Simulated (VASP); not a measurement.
All values below come from PBEsol GGA, VASP's PBE PAW potentials (set 64) (plane waves; VASP).

Input for VASP

File KPOINTS:
```
Automatic
0
G
15 15 15
```

INCAR:
```
ALGO=Normal
EDIFF=1E-6
EDIFFG=-0.01
ENCUT=400
GGA=PS
IBRION=2
ISIF=3
ISMEAR=1
LASPH=.TRUE.
LCHARG=.FALSE.
LMAXMIX=6
LREAL=.FALSE.
LWAVE=.FALSE.
NELM=100
NSW=60
PREC=Accurate
SIGMA=0.1
SYSTEM=W
```

File POSCAR:
```
W
1
   -1.5824000000     1.5824000000     1.5824000000
    1.5824000000    -1.5824000000     1.5824000000
    1.5824000000     1.5824000000    -1.5824000000
W
1
Direct
  0.0000000000   0.0000000000   0.0000000000
```

POTCAR, in this order: W_sv (PBE.64 set). Program: vasp_std.

Output of the run:

OSZICAR:
```
       N       E                     dE             d eps       ncg     rms          rms(c)
DAV:   1     0.654240965964E+02    0.65424E+02   -0.68378E+03  2680   0.122E+03
DAV:   2    -0.131394342457E+02   -0.78564E+02   -0.75983E+02  2838   0.297E+02
DAV:   3    -0.144912034187E+02   -0.13518E+01   -0.13409E+01  3008   0.395E+01
DAV:   4    -0.144977521302E+02   -0.65487E-02   -0.65483E-02  2856   0.301E+00
DAV:   5    -0.144978045278E+02   -0.52398E-04   -0.52397E-04  2940   0.266E-01    0.216E+01
DAV:   6    -0.139526787858E+02    0.54513E+00   -0.62798E-01  2826   0.104E+01    0.857E+00
DAV:   7    -0.138087403391E+02    0.14394E+00   -0.31755E-01  2921   0.687E+00    0.605E-01
DAV:   8    -0.138028130238E+02    0.59273E-02   -0.38228E-03  2741   0.896E-01    0.126E-01
DAV:   9    -0.138028323226E+02   -0.19299E-04   -0.47436E-05  2995   0.886E-02    0.624E-02
DAV:  10    -0.138028330306E+02   -0.70804E-06   -0.74139E-06  2844   0.396E-02
   1 F= -.13802833E+02 E0= -.13802993E+02  d E =-.138028E+02
       N       E                     dE             d eps       ncg     rms          rms(c)
DAV:   1    -0.139399653375E+02   -0.13713E+00   -0.34565E+00  2718   0.294E+01    0.538E+00
DAV:   2    -0.138154923440E+02    0.12447E+00   -0.17737E-01  2709   0.592E+00    0.121E+00
DAV:   3    -0.137921621406E+02    0.23330E-01   -0.61680E-02  2771   0.338E+00    0.978E-01
DAV:   4    -0.137923379908E+02   -0.17585E-03   -0.13812E-03  2732   0.499E-01    0.970E-02
DAV:   5    -0.137922900214E+02    0.47969E-04   -0.20846E-04  2862   0.193E-01    0.635E-03
DAV:   6    -0.137922892394E+02    0.78200E-06   -0.17132E-06  2377   0.188E-02
   2 F= -.13792289E+02 E0= -.13792422E+02  d E =0.105438E-01
       N       E                     dE             d eps       ncg     rms          rms(c)
DAV:   1    -0.138959946046E+02   -0.10370E+00   -0.21973E+00  2727   0.239E+01    0.398E+00
DAV:   2    -0.138168362185E+02    0.79158E-01   -0.11968E-01  2691   0.468E+00    0.937E-01
DAV:   3    -0.138035838718E+02    0.13252E-01   -0.36504E-02  2765   0.255E+00    0.670E-01
DAV:   4    -0.138036985329E+02   -0.11466E-03   -0.99185E-04  2723   0.418E-01    0.975E-02
DAV:   5    -0.138036883537E+02    0.10179E-04   -0.40265E-05  2844   0.800E-02    0.490E-03
DAV:   6    -0.138036883720E+02   -0.18302E-07   -0.35106E-07  1776   0.827E-03
   3 F= -.13803688E+02 E0= -.13803845E+02  d E =-.855341E-03
```

**OUTCAR**
```
------------------------ aborting loop because EDIFF is reached ----------------------------------------
  FORCE on cell =-STRESS in cart. coord.  units (eV):
  Direction    XX          YY          ZZ          XY          YZ          ZX
  --------------------------------------------------------------------------------------
  Total       -0.0019065     -0.0019065     -0.0019065      0.0000000     -0.0000000      0.0000000
  in kB       -0.1941128     -0.1941128     -0.1941128      0.0000000     -0.0000000      0.0000000
  external PRESSURE =      -0.1941128 kB  Pullay stress =       0.0000000 kB
  volume of cell :       15.74
      direct lattice vectors                 reciprocal lattice vectors
    -1.578615342  1.578615342  1.578615342     0.000000000  0.316733270  0.316733270
     1.578615342 -1.578615342  1.578615342     0.316733270  0.000000000  0.316733270
     1.578615342  1.578615342 -1.578615342     0.316733270  0.316733270  0.000000000
 POSITION                                       TOTAL-FORCE (eV/Angst)
 -----------------------------------------------------------------------------------
      0.00000     -0.00000      0.00000        -0.000000      0.000000     -0.000000
 -----------------------------------------------------------------------------------
    total drift:                                0.000000     -0.000000      0.000000
  FREE ENERGIE OF THE ION-ELECTRON SYSTEM (eV)
  ---------------------------------------------------
  free  energy   TOTEN  =       -13.8036883720 eV

  energy  without entropy=      -13.8041570444  energy(sigma->0) =      -13.80384460

 reached required accuracy - stopping structural energy minimisation
```
(Selected blocks of OUTCAR.)

**CONTCAR**
```
W
   1.00000000000000
    -1.5786153417198516    1.5786153417198516    1.5786153417198516
     1.5786153417198516   -1.5786153417198516    1.5786153417198516
     1.5786153417198516    1.5786153417198516   -1.5786153417198516
  W
     1
Direct
     0.0000000000000000    0.0000000000000000    0.0000000000000000
```

The structure comes from a measured W entry (Im-3m) of the Crystallography Open Database, whose conditions weren't checked. This run relaxes it. Symmetry was kept, so distortions that lower it aren't found.
